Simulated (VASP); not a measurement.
All values below come from LDA (Ceperley-Alder, Perdew-Zunger), VASP's LDA PAW potentials (set 64) (plane waves; VASP).

VASP ran on this input.

### INCAR
```
SYSTEM = MoS2
PREC = Accurate; ENCUT = 520; LREAL = F
LASPH = T; ICHARG = 11
EDIFF = 1E-7; NELM = 100; ALGO = Normal
LMAXMIX = 4
ISMEAR = 0; SIGMA = 0.05
LWAVE = F; LCHARG = F; LORBIT = 11
```

POSCAR:
```
MoS2
1
    1.5618515814    -2.7052060265     0.0000000000
    1.5618515814     2.7052060265     0.0000000000
    0.0000000000     0.0000000000    12.0690373739
Mo S
2 4
Direct
  0.3333330000   0.6666670000   0.2500000000
  0.6666670000   0.3333330000   0.7500000000
  0.3333330000   0.6666670000   0.8787595408
  0.6666670000   0.3333330000   0.3787595408
  0.6666670000   0.3333330000   0.1212404592
  0.3333330000   0.6666670000   0.6212404592
```

File KPOINTS:
```
k-points along high-symmetry lines
10
Line-mode
Reciprocal
  0.000000   0.000000   0.000000 ! GAMMA
  0.000000   0.500000   0.000000 ! M

  0.000000   0.500000   0.000000 ! M
 -0.333333   0.666667   0.000000 ! K

 -0.333333   0.666667   0.000000 ! K
  0.000000   0.000000   0.000000 ! GAMMA

  0.000000   0.000000   0.000000 ! GAMMA
  0.000000   0.000000   0.500000 ! A

  0.000000   0.000000   0.500000 ! A
  0.000000   0.500000   0.500000 ! L

  0.000000   0.500000   0.500000 ! L
 -0.333333   0.666667   0.500000 ! H

 -0.333333   0.666667   0.500000 ! H
  0.000000   0.000000   0.500000 ! A

  0.000000   0.500000   0.500000 ! L
  0.000000   0.500000   0.000000 ! M

 -0.333333   0.666667   0.500000 ! H
 -0.333333   0.666667   0.000000 ! K
```

POTCAR, in this order: Mo_sv S (LDA.64 set). Program: vasp_std. Read from the step before: CHGCAR.

What VASP printed:

OSZICAR:
```
       N       E                     dE             d eps       ncg     rms          rms(c)
DAV:   1     0.479278762340E+03    0.47928E+03   -0.29860E+04  6276   0.160E+03
DAV:   2    -0.187188340093E+02   -0.49800E+03   -0.48688E+03  6554   0.424E+02
DAV:   3    -0.471788025056E+02   -0.28460E+02   -0.27954E+02  7255   0.849E+01
DAV:   4    -0.478352066407E+02   -0.65640E+00   -0.65497E+00  6706   0.126E+01
DAV:   5    -0.478553850557E+02   -0.20178E-01   -0.20170E-01  7397   0.195E+00
DAV:   6    -0.478558060725E+02   -0.42102E-03   -0.42091E-03  6777   0.276E-01
DAV:   7    -0.478558227374E+02   -0.16665E-04   -0.16663E-04  7489   0.421E-02
DAV:   8    -0.478558230803E+02   -0.34294E-06   -0.34269E-06  6665   0.644E-03
DAV:   9    -0.478558230923E+02   -0.11940E-07   -0.11763E-07  4930   0.108E-03
   1 F= -.47855823E+02 E0= -.47855823E+02  d E =-.182178E-10
```

OUTCAR:
```
 val. band max:        8.0640142155   @ k =   0.0000   0.0000   0.0000

 cond. band min:       8.7833799214   @ k =  -0.1852   0.3704   0.0000



 k-point     1 :       0.0000    0.0000    0.0000
  band No.  band energies     occupation
      1     -53.1205      2.00000
      2     -53.1205      2.00000
      3     -27.5126      2.00000
      4     -27.5125      2.00000
      5     -27.2234      2.00000
      6     -27.2233      2.00000
      7     -27.2233      2.00000
      8     -27.2233      2.00000
      9      -7.1482      2.00000
     10      -6.8021      2.00000
     11      -5.8853      2.00000
     12      -5.3095      2.00000
     13       0.8062      2.00000
     14       2.0259      2.00000
     15       4.2420      2.00000
     16       4.6412      2.00000
     17       4.6412      2.00000
     18       4.6563      2.00000
     19       4.6563      2.00000
     20       5.7953      2.00000
     21       5.7954      2.00000
     22       5.8527      2.00000
     23       5.8527      2.00000
     24       6.6651      2.00000
     25       6.9248      2.00000
     26       8.0640      2.00000
     27      10.1972      0.00000
     28      10.1996      0.00000
     29      10.2292      0.00000
     30      10.2344      0.00000
     31      10.3808      0.00000

 k-point     2 :       0.0000    0.0556    0.0000
  band No.  band energies     occupation
      1     -53.1190      2.00000
      2     -53.1190      2.00000
      3     -27.5098      2.00000
      4     -27.5096      2.00000
      5     -27.2378      2.00000
      6     -27.2378      2.00000
      7     -27.2266      2.00000
      8     -27.2266      2.00000
      9      -7.0975      2.00000
     10      -6.7520      2.00000
     11      -5.8610      2.00000
     12      -5.2928      2.00000
     13       0.8639      2.00000
     14       2.0823      2.00000
     15       4.1449      2.00000
     16       4.5277      2.00000
     17       4.5469      2.00000
     18       4.6925      2.00000
...
```

The density is held fixed in this step, so its total energy and stress have no physical meaning.

The compound is MoS2 in the 2H layered structure. It was relaxed first.
